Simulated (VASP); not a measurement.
Consider the following.

```
CELL_PARAMETERS angstrom
      4.31769    -2.26795     0.05475
      4.31769     2.26795     0.05475
      3.07914     0.00000     3.78259
ATOMIC_POSITIONS crystal
  Bi 0.23134 0.23134 0.23134
  Bi 0.76866 0.76866 0.76866
```

All values below come from r2SCAN meta-GGA, VASP's PBE PAW potentials (set 64) (plane waves; VASP 6.6.1). Numerical set-up: 520 eV cut-off, 8×8×8 Γ-centred mesh, tetrahedra with Blöchl corrections, potentials Bi_d.

Give the energies of bands 13 to 18 at the high-symmetry points, in eV from the Fermi level.

```csv
band,Γ,T,H2,L,S0,F
13,-1.69,-0.77,-4.08,-1.75,-4.36,-4.63
14,-1.21,-0.68,-3.98,-1.45,-2.55,-3.08
15,-1.21,-0.68,-0.68,-0.34,-2.54,-2.87
16,2.33,1.00,1.04,-0.06,2.94,2.53
17,2.94,1.00,5.10,0.71,3.14,4.91
18,2.94,1.03,5.12,1.38,5.23,5.75
```

It has no gap at this level: it comes out as a metal or semimetal.

The compound is Bi in the a7 structure. It was relaxed first.
